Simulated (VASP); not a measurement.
Output of a VASP run:

### OSZICAR
```
       N       E                     dE             d eps       ncg     rms          rms(c)
DAV:   1    -0.178892471780E+02   -0.17889E+02   -0.49954E+01  1472   0.166E+00    0.701E+00
DAV:   2    -0.149645230636E+02    0.29247E+01   -0.39339E+02  1648   0.186E+01    0.605E+00
DAV:   3    -0.137969455566E+02    0.11676E+01   -0.37883E+00  1896   0.156E+01    0.146E+00
DAV:   4    -0.136014924279E+02    0.19545E+00   -0.36862E-01  1744   0.378E+00    0.931E-01
DAV:   5    -0.134169417241E+02    0.18455E+00   -0.54385E-02  1960   0.230E+00    0.853E-01
DAV:   6    -0.132334824780E+02    0.18346E+00   -0.56026E-02  1664   0.984E-01    0.505E-01
DAV:   7    -0.131493622364E+02    0.84120E-01   -0.61876E-03  1992   0.532E-01    0.429E-01
DAV:   8    -0.130905862981E+02    0.58776E-01   -0.36779E-03  1968   0.193E-01    0.366E-01
DAV:   9    -0.130327453384E+02    0.57841E-01   -0.36701E-03  1584   0.200E-01    0.324E-01
DAV:  10    -0.130014478543E+02    0.31297E-01   -0.13201E-03  1648   0.950E-02    0.290E-01
DAV:  11    -0.129650342481E+02    0.36414E-01   -0.19556E-03  1608   0.999E-02    0.256E-01
DAV:  12    -0.129409379642E+02    0.24096E-01   -0.13116E-03  1616   0.753E-02    0.224E-01
DAV:  13    -0.129145062949E+02    0.26432E-01   -0.24498E-03  1576   0.987E-02    0.180E-01
DAV:  14    -0.129008807097E+02    0.13626E-01   -0.11187E-03  1768   0.758E-02    0.149E-01
DAV:  15    -0.128895498782E+02    0.11331E-01   -0.11756E-03  1584   0.649E-02    0.120E-01
DAV:  16    -0.128768331262E+02    0.12717E-01   -0.53252E-03  1592   0.137E-01    0.589E-02
DAV:  17    -0.128757039709E+02    0.11292E-02   -0.10923E-03  1728   0.735E-02    0.294E-02
DAV:  18    -0.128761762150E+02   -0.47224E-03   -0.46259E-04  1520   0.440E-02    0.109E-02
DAV:  19    -0.128765667215E+02   -0.39051E-03   -0.14198E-04  1456   0.387E-02    0.515E-03
DAV:  20    -0.128768771611E+02   -0.31044E-03   -0.31664E-04  1408   0.441E-02    0.278E-03
DAV:  21    -0.128769020416E+02   -0.24881E-04   -0.34961E-04  1200   0.381E-02    0.625E-04
DAV:  22    -0.128768732586E+02    0.28783E-04   -0.41681E-05  1168   0.350E-02    0.107E-03
DAV:  23    -0.128768724438E+02    0.81480E-06   -0.42079E-05  1120   0.347E-02    0.719E-04
DAV:  24    -0.128768478055E+02    0.24638E-04   -0.43982E-06  1136   0.102E-02    0.676E-04
DAV:  25    -0.128768393622E+02    0.84433E-05   -0.30826E-06   904   0.117E-02    0.616E-04
DAV:  26    -0.128768502064E+02   -0.10844E-04   -0.11468E-05   968   0.170E-02    0.602E-04
DAV:  27    -0.128768111630E+02    0.39043E-04   -0.20665E-05  1192   0.215E-02    0.175E-04
DAV:  28    -0.128767689741E+02    0.42189E-04   -0.12202E-05  1088   0.180E-02    0.118E-04
DAV:  29    -0.128767601520E+02    0.88221E-05   -0.46404E-06   992   0.101E-02    0.844E-05
DAV:  30    -0.128767575936E+02    0.25584E-05   -0.39272E-06   904   0.887E-03    0.762E-05
DAV:  31    -0.128984029503E+02   -0.21645E-01   -0.12615E-01  1072   0.160E-02    0.442E-01
DAV:  32    -0.128745738026E+02    0.23829E-01   -0.39668E+00  1448   0.458E-01    0.235E-02
DAV:  33    -0.128766879114E+02   -0.21141E-02   -0.16810E-04  1640   0.121E-01    0.707E-03
DAV:  34    -0.128769544734E+02   -0.26656E-03   -0.43355E-05  1320   0.643E-02    0.423E-03
DAV:  35    -0.128769438132E+02    0.10660E-04   -0.50271E-06  1176   0.146E-02    0.391E-03
DAV:  36    -0.128769435031E+02    0.31011E-06   -0.79348E-07  1112   0.618E-03
   1 F= -.12876944E+02 E0= -.12876944E+02  d E =-.127437E-12
```

File OUTCAR:
```
------------------------ aborting loop because EDIFF is reached ----------------------------------------
  FORCE on cell =-STRESS in cart. coord.  units (eV):
  Direction    XX          YY          ZZ          XY          YZ          ZX
  --------------------------------------------------------------------------------------
  Total       -0.1871782     -0.1871782     -0.1202020      0.0000000      0.0000000      0.0000000
  in kB       -1.0855942     -1.0855942     -0.6971465      0.0000000      0.0000000      0.0000000
  external PRESSURE =      -0.9561116 kB  Pullay stress =       0.0000000 kB
  volume of cell :      276.25
      direct lattice vectors                 reciprocal lattice vectors
     3.826181906  0.000000000  0.000000000     0.261357150  0.000000000  0.000000000
     0.000000000  3.826181906  0.000000000     0.000000000  0.261357150  0.000000000
     0.000000000  0.000000000 18.869791571     0.000000000  0.000000000  0.052994756
 POSITION                                       TOTAL-FORCE (eV/Angst)
 -----------------------------------------------------------------------------------
      1.91309      0.00000      8.24636         0.000000      0.000000      0.009252
      0.00000      1.91309     10.62343         0.000000      0.000000     -0.009252
      1.91309      1.91309      9.43490         0.000000     -0.000000      0.000000
      0.00000      0.00000      9.43490         0.000000      0.000000      0.000000
 -----------------------------------------------------------------------------------
    total drift:                                0.000000      0.000000      0.000000
  FREE ENERGIE OF THE ION-ELECTRON SYSTEM (eV)
  ---------------------------------------------------
  free  energy   TOTEN  =       -12.8769435031 eV

  energy  without entropy=      -12.8769435031  energy(sigma->0) =      -12.87694350

 total charge

# of ion       s       p       d       tot
------------------------------------------
    1        1.271   0.752  10.052  12.075
    2        1.271   0.752  10.052  12.075
    3        1.570   3.434   0.000   5.005
    4        1.570   3.434   0.000   5.005
--------------------------------------------------
tot          5.683   8.373  20.104  34.160
```
(Selected blocks of OUTCAR.)

POSCAR:
```
SnO monolayer
1
    3.8261819061     0.0000000000    -0.0000000000
    0.0000000000     3.8261819061     0.0000000000
    0.0000000000     0.0000000000    18.8697915707
Sn O
2 2
Direct
  0.5000000000   0.0000000000   0.4370140422
  0.0000000000   0.5000000000   0.5629859578
  0.5000000000   0.5000000000   0.5000000000
  0.0000000000   0.0000000000   0.5000000000
```

**Question.** Reconstruct the remaining input files.

**Answer.** Several could match; the one computed here: the input of the run itself, optB88-vdW, plane waves, VASP's PBE PAW potentials (set 64).

**INCAR**
```
! general
SYSTEM   = SnO monolayer
PREC     = Normal
ENCUT    = 500
LREAL    = F
LASPH    = T

! electronic loop
EDIFF    = 1E-6
NELM     = 100
NELMIN   = 4
ALGO     = Normal
LMAXMIX  = 4

! smearing
ISMEAR   = 0
SIGMA    = 0.05

! functional
GGA      = BO
LUSE_VDW = T
AGGAC    = 0.0
PARAM1   = 0.1833333333
PARAM2   = 0.22

! output
LWAVE    = F
LCHARG   = F
LORBIT   = 11
LVHAR    = T
```

### KPOINTS
```
Automatic mesh
0
Gamma
12 12 1
0 0 0
```

POTCAR, in this order: Sn_d O (PBE.64 set). Program: vasp_std. Read from the step before: WAVECAR.

The cell is a sheet with vacuum, built from SnO (litharge).
